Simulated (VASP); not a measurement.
# Ho (relaxed from the bcc structure, space group Im-3m): computed properties

Level of theory: PBEsol GGA, VASP's PBE PAW potentials (set 64) (plane waves; VASP).

space group: Im-3m (229)
cell: a = b = c = 3.8998 Å, α = β = γ = 90.00°
volume per atom: 29.66 Å³/atom
band gap (over mesh and band path): none (metal, semimetal or under 0.01 eV)
density: 9.24 g/cm³

```
Ho
1.0
   -1.94992     1.94992     1.94992
    1.94992    -1.94992     1.94992
    1.94992     1.94992    -1.94992
Ho
1
Direct
  0.00000   0.00000   0.00000
```

The 4f electrons are frozen in the core of the lanthanide potential, so 4f levels, which can set the real gap, and their magnetism are missing.

The structure was generated: Ho was put into the bcc type (Im-3m), which need not be its known phase. It was relaxed first. Symmetry was kept, so distortions that lower it aren't found.
